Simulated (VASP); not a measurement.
# SnH2 (Fm-3m): band edges, masses and strain

Aim: the gap of SnH2, the masses at its band edges and their response to strain. The cell is generated by rule, not measured, and may not be a known phase.

Main program and level: VASP 6.6.1; PBEsol; plane waves and PAW (Sn_d, H), in the first sound run; inputs show where later runs differ.

This is a report of a sequence of runs, with most program output left out.

The structure was built from a prototype and need not be the compound's stable phase.

### Step 1. Set-up

The structure is cubic, space group Fm-3m (No. 225). The conventional cell has a = 5.644 Å, b = 5.644 Å, c = 5.644 Å, α = 90.00°, β = 90.00°, γ = 90.00°. Nearest to Sn lie 8 H at 2.44 Å. Nearest to H lie 4 Sn at 2.44 Å. Farther neighbours are not listed.

### Step 2. Relaxation of the atoms

The cell is kept as given; the atoms are relaxed first, so that no residual force shifts the band edges.

The input, INCAR:

```
SYSTEM = SnH2
PREC = Accurate
ENCUT = 400
EDIFF = 1E-06
NELM = 100
ISMEAR = 0
SIGMA = 0.02
LREAL = .FALSE.
ALGO = Normal
GGA = PS
NBANDS = 14
LORBIT = 11
LWAVE = .FALSE.
LCHARG = .FALSE.
KPAR = 4
IBRION = 2
NSW = 40
ISIF = 2
EDIFFG = -0.005
```

The input, POSCAR:

```
SnH2
1.0
    0.0000000000      2.8220900000      2.8220900000
    2.8220900000      0.0000000000      2.8220900000
    2.8220900000      2.8220900000      0.0000000000
Sn H
1 2
Direct
    0.0000000000      0.0000000000      0.0000000000
    0.2500000000      0.2500000000      0.2500000000
    0.7500000000      0.7500000000      0.7500000000
```

The input, KPOINTS:

```
Automatic mesh
0
Gamma
8 8 8
0 0 0
```

PAW data sets: Sn_d and H (PBE family, release 64).

The run is started by

```console
$ mpirun -np 4 vasp_std
```

The job ended after 2.8 s (4 MPI ranks of Intel Xeon 6975P-C (Granite Rapids), shared host; peak memory 0.58 GiB).

The PAW data sets were made with PBE, which is usual practice but a small mismatch for other functionals. The run keeps the 48 symmetry operations of its start, so it cannot find a distortion of lower symmetry.

The forces vanish from the start, and no atom moves.

This step gave:

```yaml
scf_cycles: 13
electrons: 16
bands: 14
irreducible_k_points: 29
symmetry_operations: 48
free_energy_toten: -9.210 eV
energy_at_zero_smearing: -9.209 eV
fermi_energy: 4.195 eV
pressure: -7.434 GPa
metallic: yes
```

### Step 3. Bands on a dense mesh

A dense even mesh and a path are solved together, since either alone can miss a band edge.

Changes to INCAR since step 2:

```diff
@@ -10,3 +10,3 @@
 GGA = PS
-NBANDS = 14
+NBANDS = 21
 LORBIT = 11
@@ -15,5 +15,2 @@
 KPAR = 4
-IBRION = 2
-NSW = 40
 ISIF = 2
-EDIFFG = -0.005
```

POSCAR is that of step 2.

The input, KPOINTS:

```
Automatic mesh
0
Gamma
12 12 12
0 0 0
```

The input, KPOINTS_OPT:

```
Line mode
24
Line-mode
Reciprocal
  0.00000000   0.00000000   0.00000000 GAMMA
  0.50000000   0.00000000   0.50000000 X

  0.50000000   0.00000000   0.50000000 X
  0.50000000   0.25000000   0.75000000 W

  0.50000000   0.25000000   0.75000000 W
  0.37500000   0.37500000   0.75000000 K

  0.37500000   0.37500000   0.75000000 K
  0.00000000   0.00000000   0.00000000 GAMMA

  0.00000000   0.00000000   0.00000000 GAMMA
  0.50000000   0.50000000   0.50000000 L

  0.50000000   0.50000000   0.50000000 L
  0.62500000   0.25000000   0.62500000 U

  0.62500000   0.25000000   0.62500000 U
  0.50000000   0.25000000   0.75000000 W

  0.50000000   0.25000000   0.75000000 W
  0.50000000   0.50000000   0.50000000 L

  0.50000000   0.50000000   0.50000000 L
  0.37500000   0.37500000   0.75000000 K

  0.62500000   0.25000000   0.62500000 U
  0.50000000   0.00000000   0.50000000 X
```

The run is started by

```console
$ mpirun -np 4 vasp_std
```

The job ended after 17 s (4 MPI ranks; peak memory 0.79 GiB).

Numbers from this step:

* SCF cycles: 14
* bands: 21
* irreducible k-points: 72
* free energy (TOTEN): -9.221 eV
* energy at zero smearing: -9.221 eV
* Fermi energy: 4.275 eV
* pressure: -7.098 GPa

Electronic bands along the path, in eV, zero at the Fermi level; # counts the bands kept:

| point | #1 | #2 | #3 | #4 | #5 | #6 | #7 |
| --- | --- | --- | --- | --- | --- | --- | --- |
| Γ | -10.37 | -0.64 | 3.44 | 3.58 | 3.58 | 3.58 | 7.41 |
| 0.48 of the way | -9.35 | -1.49 | -1.06 | 1.60 | 1.60 | 5.42 | 7.07 |
| X | -6.25 | -5.78 | -2.19 | 0.37 | 0.37 | 3.66 | 8.15 |
| 0.48 of the way | -6.21 | -5.51 | -3.21 | -0.19 | 1.81 | 4.93 | 7.14 |
| W | -6.17 | -4.61 | -4.61 | -0.64 | 4.53 | 4.53 | 7.15 |
| 0.48 of the way | -6.32 | -5.03 | -3.99 | -0.26 | 2.98 | 5.77 | 6.68 |
| K | -6.43 | -5.19 | -3.71 | 0.90 | 1.31 | 6.40 | 6.46 |
| 0.48 of the way | -9.02 | -2.62 | -1.78 | 2.87 | 3.31 | 3.53 | 8.67 |
| Γ | -10.37 | -0.64 | 3.44 | 3.58 | 3.58 | 3.58 | 7.41 |
| 0.52 of the way | -9.46 | -2.65 | 0.25 | 2.82 | 2.82 | 4.35 | 7.92 |
| L | -7.80 | -5.63 | 0.00 | 2.39 | 2.39 | 3.79 | 7.18 |
| 0.52 of the way | -7.36 | -5.28 | -2.20 | 1.66 | 2.25 | 4.61 | 8.52 |
| U | -6.43 | -5.19 | -3.71 | 0.90 | 1.31 | 6.40 | 6.46 |
| 0.48 of the way | -6.34 | -5.06 | -3.94 | -0.19 | 2.82 | 5.87 | 6.63 |
| W | -6.17 | -4.61 | -4.61 | -0.64 | 4.53 | 4.53 | 7.15 |
| 0.48 of the way | -7.22 | -5.17 | -2.60 | 0.75 | 3.74 | 3.88 | 8.50 |
| L | -7.80 | -5.63 | 0.00 | 2.39 | 2.39 | 3.79 | 7.18 |
| 0.52 of the way | -7.36 | -5.28 | -2.20 | 1.66 | 2.25 | 4.61 | 8.52 |
| K | -6.43 | -5.19 | -3.71 | 0.90 | 1.31 | 6.40 | 6.46 |
| jump to U | -6.43 | -5.19 | -3.71 | 0.90 | 1.31 | 6.40 | 6.46 |
| 0.52 of the way | -6.24 | -5.64 | -2.82 | 0.49 | 0.71 | 4.40 | 7.66 |
| X | -6.25 | -5.78 | -2.19 | 0.37 | 0.37 | 3.66 | 8.15 |

Of the projections kept (Sn, H), the largest for each band there; the rest of the weight can lie on other orbitals:

| point | #1 | #2 | #3 | #4 | #5 | #6 | #7 |
| --- | --- | --- | --- | --- | --- | --- | --- |
| Γ | Sn 0.82 | H 1.00 | Sn 0.59 | Sn 1.00 | Sn 1.00 | Sn 1.00 | Sn 0.88 |
| X | Sn 1.00 | H 0.51 | H 0.85 | Sn 0.98 | Sn 0.98 | Sn 0.98 | Sn 0.54 |
| W | Sn 1.00 | H 0.54 | H 0.54 | Sn 0.97 | Sn 0.65 | Sn 0.65 | Sn 1.00 |
| K | Sn 0.96 | H 0.52 | Sn 0.55 | Sn 0.98 | Sn 0.61 | Sn 0.90 | Sn 0.59 |
| Γ | Sn 0.82 | H 1.00 | Sn 0.59 | Sn 1.00 | Sn 1.00 | Sn 1.00 | Sn 0.88 |
| L | Sn 0.89 | Sn 0.53 | H 0.51 | Sn 0.99 | Sn 0.99 | H 0.73 | Sn 0.91 |

At -7.1 GPa the cell is away from the equilibrium volume of this level: left free, it would shrink.

### Step 4. Bands with spin-orbit coupling

This step: PBEsol, spin-orbit coupling; plane waves and PAW (Sn_d, H); invented cell (VASP 6.6.1).

Spin-orbit coupling can split and shift the band edges, more so for heavy elements, so the bands are solved again with spinors.

Changes to INCAR since step 3:

```diff
@@ -10,3 +10,8 @@
 GGA = PS
-NBANDS = 21
+LNONCOLLINEAR = .TRUE.
+MAGMOM = 0 0 0 0 0 0 0 0 0
+NBANDS = 28
+GGA_COMPAT = .FALSE.
+LASPH = .TRUE.
+LSORBIT = .TRUE.
 LORBIT = 11
```

POSCAR is that of step 3.

The input, KPOINTS:

```
Automatic mesh
0
Gamma
8 8 8
0 0 0
```

Changes to KPOINTS_OPT since step 3:

```diff
@@ -1,3 +1,3 @@
 Line mode
-24
+16
 Line-mode
```

The run is started by

```console
$ mpirun -np 4 vasp_ncl
```

Wall time 33 s (4 MPI ranks); peak memory 1.1 GiB; 2.2 min of CPU time.

LASPH is on here and off in the session's scalar semilocal runs, so a comparison with those holds both changes.

This step gave:

```
SCF cycles              : 13
bands                   : 28
irreducible k-points    : 29
free energy (TOTEN)     : -9.252 eV
energy at zero smearing : -9.251 eV
Fermi energy            : 4.186 eV
pressure                : -7.465 GPa
```

The spin moment in the PAW sphere vanishes on all atoms.

On-site spin-orbit energy by atom:

| atom | on-site spin-orbit energy (eV) |
| --- | --- |
| Sn1 | -0.0853 |
| H2 | 0.0000 |
| H3 | 0.0000 |

Electronic bands along the path, in eV, zero at the Fermi level; # counts the bands kept:

| point | #3 | #4 | #5 | #6 | #7 | #8 | #9 | #10 |
| --- | --- | --- | --- | --- | --- | --- | --- | --- |
| Γ | -0.58 | -0.58 | 3.11 | 3.11 | 3.52 | 3.52 | 3.93 | 3.93 |
| 0.47 of the way | -1.39 | -1.39 | -0.88 | -0.88 | 1.54 | 1.54 | 1.93 | 1.93 |
| X | -5.71 | -5.71 | -2.12 | -2.12 | 0.28 | 0.28 | 0.62 | 0.62 |
| 0.47 of the way | -5.45 | -5.45 | -3.10 | -3.10 | -0.10 | -0.10 | 1.83 | 1.83 |
| W | -4.60 | -4.60 | -4.49 | -4.49 | -0.57 | -0.57 | 4.47 | 4.47 |
| 0.53 of the way | -4.99 | -4.99 | -3.86 | -3.86 | -0.09 | -0.09 | 2.85 | 2.85 |
| K | -5.12 | -5.12 | -3.63 | -3.63 | 0.95 | 0.95 | 1.41 | 1.41 |
| 0.47 of the way | -2.63 | -2.63 | -1.80 | -1.80 | 2.81 | 2.81 | 3.48 | 3.48 |
| Γ | -0.58 | -0.58 | 3.11 | 3.11 | 3.52 | 3.52 | 3.93 | 3.93 |
| 0.53 of the way | -2.67 | -2.67 | 0.29 | 0.29 | 2.64 | 2.64 | 3.12 | 3.12 |
| L | -5.56 | -5.56 | 0.08 | 0.08 | 2.22 | 2.22 | 2.70 | 2.70 |
| 0.53 of the way | -5.20 | -5.20 | -2.19 | -2.19 | 1.69 | 1.69 | 2.31 | 2.31 |
| U | -5.12 | -5.12 | -3.63 | -3.63 | 0.95 | 0.95 | 1.41 | 1.41 |
| 0.47 of the way | -4.99 | -4.99 | -3.86 | -3.86 | -0.09 | -0.09 | 2.85 | 2.85 |
| W | -4.60 | -4.60 | -4.49 | -4.49 | -0.57 | -0.57 | 4.47 | 4.47 |
| 0.53 of the way | -5.19 | -5.19 | -2.19 | -2.19 | 1.09 | 1.09 | 3.64 | 3.64 |
| L | -5.56 | -5.56 | 0.08 | 0.08 | 2.22 | 2.22 | 2.70 | 2.70 |
| 0.47 of the way | -5.28 | -5.28 | -1.82 | -1.82 | 1.82 | 1.82 | 2.49 | 2.49 |
| K | -5.12 | -5.12 | -3.63 | -3.63 | 0.95 | 0.95 | 1.41 | 1.41 |
| jump to U | -5.12 | -5.12 | -3.63 | -3.63 | 0.95 | 0.95 | 1.41 | 1.41 |
| 0.47 of the way | -5.54 | -5.54 | -2.86 | -2.86 | 0.54 | 0.54 | 0.91 | 0.91 |
| X | -5.71 | -5.71 | -2.12 | -2.12 | 0.28 | 0.28 | 0.62 | 0.62 |

Of the projections kept (Sn, H), the largest for each band there; the rest of the weight can lie on other orbitals:

| point | #3 | #4 | #5 | #6 | #7 | #8 | #9 | #10 |
| --- | --- | --- | --- | --- | --- | --- | --- | --- |
| Γ | H 1.00 | H 1.00 | Sn 1.00 | Sn 1.00 | Sn 0.59 | Sn 0.59 | Sn 1.00 | Sn 1.00 |
| X | H 0.51 | H 0.51 | H 0.85 | H 0.85 | Sn 0.98 | Sn 0.98 | Sn 0.98 | Sn 0.98 |
| W | H 0.54 | H 0.54 | H 0.55 | H 0.55 | Sn 0.97 | Sn 0.97 | Sn 0.64 | Sn 0.64 |
| K | H 0.52 | H 0.52 | Sn 0.55 | Sn 0.55 | Sn 0.96 | Sn 0.96 | Sn 0.64 | Sn 0.64 |
| Γ | H 1.00 | H 1.00 | Sn 1.00 | Sn 1.00 | Sn 0.59 | Sn 0.59 | Sn 1.00 | Sn 1.00 |
| L | Sn 0.53 | Sn 0.53 | H 0.51 | H 0.51 | Sn 0.98 | Sn 0.98 | Sn 0.99 | Sn 0.99 |

### Step 5. Orbitals for bands with HSE06, ENCUT 400

This step: PBE; plane waves and PAW (Sn_d, H); invented cell (VASP 6.6.1).

The hybrid starts from PBE orbitals, which saves many expensive cycles.

The input, INCAR:

```
SYSTEM = SnH2
PREC = Accurate
ENCUT = 400
EDIFF = 1E-05
NELM = 100
ISMEAR = 0
SIGMA = 0.02
LREAL = .FALSE.
ALGO = Normal
GGA = PE
NBANDS = 14
LORBIT = 11
LWAVE = .TRUE.
LCHARG = .FALSE.
KPAR = 4
```

POSCAR is that of step 4.

The input, KPOINTS:

```
Automatic mesh
0
Gamma
4 4 4
0 0 0
```

The run is started by

```console
$ mpirun -np 4 vasp_std
```

Wall time 1.6 s (4 MPI ranks); peak memory 0.55 GiB; 4.3 s of CPU time.

The k-mesh is coarse for a metal.

Numbers from this step:

```
SCF cycles              : 12
bands                   : 14
irreducible k-points    : 8
free energy (TOTEN)     : -8.984 eV
energy at zero smearing : -8.983 eV
Fermi energy            : 4.601 eV
pressure                : -5.580 GPa
```

The run ends at a pressure of -5.58 GPa.

### Step 6. Bands with HSE06

This step: HSE06; plane waves and PAW (Sn_d, H); invented cell (VASP 6.6.1).

A quarter of screened exact exchange corrects much of the semilocal gap error; its cost forces a coarser mesh.

The input, INCAR:

```
SYSTEM = SnH2
PREC = Accurate
ENCUT = 400
EDIFF = 1E-06
NELM = 100
ISMEAR = 0
SIGMA = 0.02
LREAL = .FALSE.
ALGO = Normal
LHFCALC = .TRUE.
AEXX = 0.25
GGA = PE
HFSCREEN = 0.2
LASPH = .TRUE.
NBANDS = 14
PRECFOCK = Fast
LORBIT = 11
LWAVE = .FALSE.
LCHARG = .FALSE.
KPAR = 4
ISIF = 2
```

POSCAR is that of step 5.

KPOINTS is that of step 5.

Changes to KPOINTS_OPT since step 4:

```diff
@@ -1,3 +1,3 @@
 Line mode
-16
+8
 Line-mode
```

The WAVECAR or CHGCAR of an earlier step is read.

The run is started by

```console
$ mpirun -np 4 vasp_std
```

Run time: 18 s. Hardware: 4 MPI ranks.

The run ended with an error.

VASP's message: “internal error in CHECK_GEN_LAYOUT: G-vectors changed at ik:10 old: 792 new: 791”. No number of this run is used.

### Step 7. Orbitals for bands with HSE06, ENCUT 407

Against the failed run before it, this one has the cutoff, the threshold and the exact exchange changed.

This step: PBE; plane waves and PAW (Sn_d, H); invented cell (VASP 6.6.1).

The input, INCAR:

```
SYSTEM = SnH2
PREC = Accurate
ENCUT = 407
EDIFF = 1E-05
NELM = 100
ISMEAR = 0
SIGMA = 0.02
LREAL = .FALSE.
ALGO = Normal
GGA = PE
NBANDS = 14
LORBIT = 11
LWAVE = .TRUE.
LCHARG = .FALSE.
KPAR = 4
```

POSCAR is that of step 6.

KPOINTS is that of step 6.

The run is started by

```console
$ mpirun -np 4 vasp_std
```

The job ended after 1.6 s (4 MPI ranks; peak memory 0.55 GiB; 4.3 s of CPU time).

This step gave:

* free energy (TOTEN): -8.985 eV
* energy at zero smearing: -8.984 eV
* pressure: -5.541 GPa

The run ends at a pressure of -5.54 GPa.

### Step 8. Bands with HSE06 (run 2)

This step: HSE06; plane waves and PAW (Sn_d, H); invented cell (VASP 6.6.1).

The input, INCAR:

```
SYSTEM = SnH2
PREC = Accurate
ENCUT = 407
EDIFF = 1E-06
NELM = 100
ISMEAR = 0
SIGMA = 0.02
LREAL = .FALSE.
ALGO = Normal
LHFCALC = .TRUE.
AEXX = 0.25
GGA = PE
HFSCREEN = 0.2
LASPH = .TRUE.
NBANDS = 14
PRECFOCK = Fast
LORBIT = 11
LWAVE = .FALSE.
LCHARG = .FALSE.
KPAR = 4
ISIF = 2
```

POSCAR is that of step 7.

KPOINTS is that of step 7.

KPOINTS_OPT is that of step 6.

The run starts from files that an earlier step left in the folder.

The run is started by

```console
$ mpirun -np 4 vasp_std
```

Wall time 78 s (4 MPI ranks); peak memory 0.99 GiB.

The k-mesh is coarse for exact exchange; in a metal the Fermi energy and the levels can shift by several tenths of an eV on a finer one.

Numbers from this step:

```
SCF cycles              : 9
free energy (TOTEN)     : -10.45 eV
energy at zero smearing : -10.45 eV
Fermi energy            : 4.585 eV
pressure                : -6.525 GPa
```

### Step 9. Summary of results

```json
{"gap, PBEsol": "none", "gap with spin-orbit coupling": "none", "gap, HSE06 without spin-orbit coupling": "none"}
```

**Reading.** At this level the bands overlap or touch. Masses were not obtained, since there is no gap at this level. The strain response was not obtained, since there is no gap at this level.

[Lines on the potential files, build, host, timing and source positions are cut from VASP's logs without a mark.]

[Logs are printed without paths, hosts, clocks, repeated set-up lines and the standing remarks that a program may print on its own settings, such as how far it seeks lower states.]

[Hosts, paths, dates, database ids (printed as entryN), source tags and the programs' standing remarks are cut or masked in the printed files.]

[In band tables of VASP the shares of atoms and orbitals are scaled to a sum of 1 inside the atoms' spheres.]

[Gaps and slopes under strain along one axis are those of the sampled path and mesh points; where strain splits equal valleys, another of them can be the edge.]
